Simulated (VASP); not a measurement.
Data:

```xyz
4
Lattice="1.5588 -2.6999 0.0000 1.5588 2.6999 0.0000 0.0000 0.0000 4.9915" Properties=species:S:1:pos:R:3 pbc="T T T"
Al     1.5588    -0.9000     2.4959
Al     1.5588     0.9000     0.0002
N      1.5588    -0.9000     4.4023
N      1.5588     0.9000     1.9065
```

Calculation: revTPSS meta-GGA, VASP's PBE PAW potentials (set 64) (plane waves; VASP). Numerical set-up: 520 eV cut-off, 9×9×5 Γ-centred mesh, tetrahedra with Blöchl corrections, potentials Al N.

The cores are frozen, which limits the accuracy of field gradients.

Problem. Give the principal components of the electric field gradient (V/Å²) and the asymmetry η at each nucleus.

Solution. 
```csv
atom,Vxx,Vyy,Vzz,η
Al1,-2.4,-2.4,4.8,0.00
Al2,-2.4,-2.4,4.8,0.00
N3,-0.1,-0.1,0.2,-
N4,-0.1,-0.1,0.2,-
```

The compound is AlN in the wurtzite structure. It was relaxed first.
